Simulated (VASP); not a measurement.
Consider the following.

```xyz
2
Lattice="1.2801 -2.2172 0.0000 1.2801 2.2172 0.0000 0.0000 0.0000 4.1514" Properties=species:S:1:pos:R:3 pbc="T T T"
Co     1.2801     0.7391     1.0378
Co     1.2801    -0.7391     3.1136
```
Starting moments (μB, in the order of the record's atoms Co Co): 1.8 1.8.

These are PBE GGA, VASP's PBE PAW potentials (set 64) (plane waves; VASP) values and carry that method's errors. Numerical set-up: 400 eV cut-off, 15×15×8 Γ-centred mesh, Gaussian smearing of 0.20 eV, potentials Co.

Problem. Estimate the cell moment, energy per atom (σ→0), pressure, band gap (on the k-mesh) with the smallest direct gap where there is one.

Solution. 
| Property | Result |
|---|---|
| band gap (on the k-mesh) | none (metal, semimetal or under 0.01 eV) |
| cell moment | 3.31 μB |
| energy per atom (σ→0) | -6.990 eV/atom |
| pressure | -15.14 GPa |

Problem. Give the moment on each site (PAW-sphere projection).

Solution. 
| site | moment (μB) |
|---|---|
| Co1 | 1.69 |
| Co2 | 1.69 |

Total energies compare only between runs with the same potentials, cut-off and functional.

The compound is Co in the hcp structure. The cell was not relaxed at this level. The run is one of a series of settings (ISMEAR = 0, SIGMA = 0.2 against the base run), some of them coarse on purpose.
